Gallium phosphide is orange: it absorbs blue and green light and lets red light pass. A green photon carries a little over two electronvolts and a near-infrared one about one and a half, so a few tenths of an electronvolt decide which light a crystal stops. The table gives the gap of this one crystal, with its atoms held in place, for twelve choices of the functional or potential that stands for exchange and correlation.

VASP 6.6.1 plane-wave DFT with PAW potentials (Ga 3d as valence) for cubic GaP, F-43m, with the edge held at 5.4505 Å in every row, without spin polarisation or spin–orbit coupling. Cutoff 520 eV, 8×8×8 k mesh, Fermi–Dirac or Gaussian smearing of 0.05 eV; the gaps are read from bands along a path of special points.

| functional | potentials | gap on path (eV) | direct gap on path (eV) |
| --- | --- | --- | --- |
| LDA | VASP PAW LDA potentials, recommended | 1.439 | 1.637 |
| PBE | VASP PAW PBE potentials, recommended | 1.590 | 1.825 |
| revPBE | VASP PAW PBE potentials, recommended | 1.655 | 1.924 |
| RPBE | VASP PAW PBE potentials, recommended | 1.680 | 1.958 |
| r2SCAN | VASP PAW PBE potentials, recommended | 1.851 | 2.344 |
| AM05 | VASP PAW PBE potentials, recommended | 1.550 | 1.832 |
| LMBJ | VASP PAW PBE potentials, recommended | 2.237 | 2.719 |
| MS2 | VASP PAW PBE potentials, recommended | 1.890 | 2.411 |
| SCAN | VASP PAW PBE potentials, recommended | 1.824 | 2.192 |
| TB-mBJ | VASP PAW PBE potentials, recommended | 2.380 | 2.948 |
| rSCAN | VASP PAW PBE potentials, recommended | 1.850 | 2.310 |
| revTPSS | VASP PAW PBE potentials, recommended | 1.547 | 1.990 |

*Is the gap direct or indirect, and does the answer depend on the functional?* The column "gap on path" is the distance from the highest filled to the lowest empty level, wherever each lies among the crystal momenta on the path. The column "direct gap on path" compares levels at the same momentum. In this cell the direct gap is the larger one in every row, by 0.2 to 0.6 eV, so all twelve agree that the gap is indirect. The lowest empty state of gallium phosphide is known to lie near the zone-boundary point X, while the filled states peak at the zone centre Γ. Light alone can't supply the change of momentum, so a lattice vibration or a defect has to help, and a light-emitting diode of this material depends on suitable dopants.

*How much does the choice of functional matter?* It matters by nearly 1 eV, from LDA at the bottom to TB-mBJ at the top. Against a rough measured value of 2.3 eV, PBE falls short by 0.7 eV and r2SCAN by 0.4 eV, while TB-mBJ comes within a tenth. Spin–orbit coupling and the zero-point motion of the atoms are left out; both would lower the computed gaps a little, so they don't explain the shortfall. The close agreement of TB-mBJ is less surprising than it looks, since this potential was designed to give good gaps.

The error is large enough to mislead anyone who selects a wavelength for inspecting a wafer or getting light out of a diode. Dividing 1240 eV nm by the gap turns it into the wavelength at which absorption begins. PBE puts this edge at 780 nm, in the near infrared, and TB-mBJ at 521 nm, in the green. Taken at face value, the PBE number would have the crystal start to absorb red light that the real one transmits.

*Which digits can be trusted?* In the indirect gap, differences of a few thousandths of an electronvolt, such as those between rSCAN and r2SCAN or between AM05 and revTPSS, are ties. The direct gaps still tell these pairs apart. The size of the LDA–PBE step also needs care, because LDA comes with its own set of atomic potentials and the step therefore mixes two changes. All other rows share the potentials generated for PBE, even where the functional is a different one. PBE, revPBE, RPBE and AM05 use Gaussian smearing and the other rows Fermi–Dirac occupations; with gaps this wide the difference doesn't matter. The LMBJ row has a more serious fault. Its direct gap is 0.2 eV smaller on the path than on the regular mesh of the same run, although Γ belongs to both; in the other rows the two agree within 0.002 eV. The lead of TB-mBJ over LMBJ in the table is therefore mostly an artefact: on the mesh it shrinks from 0.14 to 0.02 eV.

*Why do LDA and the GGAs stay so low, and does a higher rung always help?* In LDA and in the GGAs, all electrons feel one local potential that is built from the density and, in the GGAs, also from its gradient. Theory says that the true gap contains a further part, a jump of the potential when an electron is added, and these functionals lack it. Among the GGAs in the table, changing the gradient dependence moves the gap only modestly: from PBE to RPBE it gains 0.09 eV. A meta-GGA also uses the kinetic energy density $\tau$, which measures how steeply the orbitals vary. Each orbital $\psi$ then feels an extra term $-\tfrac12\nabla\cdot(v_\tau\nabla\psi)$, where $v_\tau$ is the change of the exchange–correlation energy density with $\tau$, and this can supply part of the missing jump.

A limiting case shows what the term can and can't do by itself. If $v_\tau$ were the same positive number everywhere, it would simply make kinetic energy more expensive. If the valence electrons are pictured as almost free, the filled bands would then spread out, because their top at Γ has far more kinetic energy than their bottom. The results fit this picture for r2SCAN, whose valence band at Γ is 0.5 eV wider than that of PBE. The gap is another matter. In the same picture the levels just below and just above the gap at Γ are mixed from the same plane waves, with equal kinetic energy, and only the potential separates them. A uniform $v_\tau$ would therefore hardly open the direct gap; its variation from place to place, together with the rest of the potential, has to do that. The mBJ potentials take another route: they remain local, but are shaped to lie higher where the empty states have more weight. In LMBJ the valence band is 0.2 eV narrower than in PBE although the gap is much larger, so a wide gap need not come with wide bands.

The higher rung alone is no guarantee of a wider gap. SCAN, its two relatives and MS2 open the indirect gap by 0.2 to 0.3 eV over PBE. The meta-GGA revTPSS leaves it slightly below PBE. The likely reason is its weaker response to $\tau$, which theory suggests but these results don't isolate.

*Does a better functional simply lift all the empty bands together?* This is the assumption behind the "scissors" correction, which moves the empty bands up as a block until the gap is right. It can be tested without adjusting any constant. In PBE the direct gap exceeds the indirect one by 0.235 eV. If r2SCAN only lifted the block, its direct gap would be its indirect gap plus the same margin, $1.851 + 0.235 = 2.086$ eV. The computed value is 2.344 eV, so the block picture yields only about half of the rise from PBE.

The other rows point the same way: wherever the indirect gap is larger than in PBE, the direct gap has risen by more. A straight line fitted to eleven rows, r2SCAN among them and the inconsistent LMBJ left out, has a slope of 1.4 instead of the 1 of a rigid lift. The slope doesn't hang on the distant TB-mBJ point, since it is 1.6 without it. The line typically misses by 0.07 eV, and it fails worst for revTPSS, whose direct gap it puts 0.15 eV too low; the printed analysis below has the details. A scissors correction that starts from PBE and is matched to the measured indirect gap would therefore probably place the onset of strong, direct absorption too low.

*Which level breaks the block, and why?* The levels at Γ answer the first part. From PBE to r2SCAN the lowest empty level there rises by 0.52 eV, but the next one by only 0.30 eV, close to the 0.26 eV gained by the indirect gap. The same level stands out in LMBJ, when its mesh values are used. So the band minimum and the second level at Γ move roughly together, and the lowest level at Γ runs ahead.

Its character offers a likely reason, which these runs don't isolate. This level is an antibonding combination of s orbitals, which reach in to the nuclei, whereas the next level at Γ and the top of the filled bands are built mainly from p orbitals, which vanish there. Near the nuclei the density and the orbitals vary steeply, and there the functionals differ strongly in how they treat an electron. A change of functional can therefore shift the empty s-like level against the p-like valence top more than it shifts an empty p-like level. Character alone doesn't settle the shift, though: the deepest valence level at Γ is s-like too, and against the valence top it sinks in r2SCAN but rises in LMBJ. The character of a band edge is thus a hint, not a rule, for how far its energy will depend on the functional.

*What would change if each functional could choose its own cell?* The same s-like level would move most, because shorter bonds push an antibonding s state up and longer bonds let it sink. RPBE is under an outward pressure of 4.4 GPa in this cell and would expand. With a rough measured rate of 0.1 eV per GPa, its direct gap would fall by about 0.4 eV, while the minimum near X would hardly move. That is more than the 0.28 eV by which the direct gap now exceeds the indirect one, so relaxed RPBE might make gallium phosphide a direct semiconductor, unless the empty level at the zone-boundary point L, which also sinks as the bonds lengthen, ends up lower still. LDA would contract and become more clearly indirect. The agreement of all twelve rows on an indirect gap may thus owe something to the shared cell, and bands computed in a relaxed cell also carry the error of its bond lengths.

Output of the analysis:

```
Gaps in eV and absorption edge in nm:
      row  gap less PBE  direct gap less PBE  direct less indirect  path less mesh  direct path less mesh  rough 2.3 eV less gap  edge in nm
      LDA        -0.151               -0.188                 0.198         -0.0538                      0                  0.861       861.7
      PBE             0                    0                 0.235         -0.0516                -0.0014                   0.71       779.9
   revPBE         0.065                0.099                 0.269         -0.0487                -0.0013                  0.645       749.2
     RPBE          0.09                0.133                 0.278         -0.0481                -0.0011                   0.62       738.1
   r2SCAN         0.261                0.519                 0.493         -0.0512                      0                  0.449       669.9
     AM05         -0.04                0.007                 0.282         -0.0478                 0.0002                   0.75         800
     LMBJ         0.647                0.894                 0.482         -0.1717                -0.1964                  0.063       554.3
      MS2           0.3                0.586                 0.521         -0.0286                 0.0002                   0.41       656.1
     SCAN         0.234                0.367                 0.368         -0.0493                 0.0003                  0.476       679.8
   TB-mBJ          0.79                1.123                 0.568         -0.0505                -0.0004                  -0.08         521
    rSCAN          0.26                0.485                  0.46         -0.0516                 0.0002                   0.45       670.3
  revTPSS        -0.043                0.165                 0.443         -0.0324                 0.0003                  0.753       801.6
Gap of TB-mBJ less LDA, eV: 0.941
Direct gap of r2SCAN less SCAN, eV: 0.152
TB-mBJ less LMBJ on the path, eV: 0.143
TB-mBJ less LMBJ on the mesh, eV: 0.0218
Rigid shift from PBE, rms miss of direct gap without LMBJ, eV: 0.1852
fit of d on 11 rows (ok): constant -0.3187 +/- 0.18, coefficient of g 1.396 +/- 0.1; rms 0.0746, worst revTPSS -0.149, leave-one-out rms 0.1
  rows outside the fit (model, value, miss): LMBJ 2.804, 2.719, 0.0846
Slope of direct against indirect gap without both mBJ rows: 1.566
Second conduction level at Gamma, r2SCAN less PBE, eV: 0.302
Second conduction level at Gamma, LMBJ less PBE, eV: 0.702
First conduction level at Gamma on the mesh, LMBJ less PBE, eV: 1.089
Valence width at Gamma, r2SCAN less PBE, eV: 0.53
Valence width at Gamma, LMBJ less PBE, eV: -0.235
Rough change of LDA direct gap if the cell relaxed, eV: 0.264
Rough change of RPBE direct gap if the cell relaxed, eV: -0.444
```
